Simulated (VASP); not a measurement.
Given:

```xyz
1
Lattice="-2.1381 2.1381 2.1381 2.1381 -2.1381 2.1381 2.1381 2.1381 -2.1381" Properties=species:S:1:pos:R:3 pbc="T T T"
Na     0.0000     0.0000     0.0000
```

Calculation: PBE GGA, VASP's PBE PAW potentials (set 64) (plane waves; VASP). Settings: 520 eV cut-off, 12×12×12 Γ-centred mesh, first-order Methfessel-Paxton smearing of 0.10 eV, potentials Na_pv.

Predict the energy per atom (σ→0), band gap (on the k-mesh) with the smallest direct gap where there is one.

| Item | Value |
|---|---|
| band gap (on the k-mesh) | none (metal, semimetal or under 0.01 eV) |
| energy per atom (σ→0) | -1.305 eV/atom |

Total energies compare only between runs with the same potentials, cut-off and functional.

The compound is Na in the bcc structure. This cell is one point of a volume scan, at 1.06 of the reference volume.
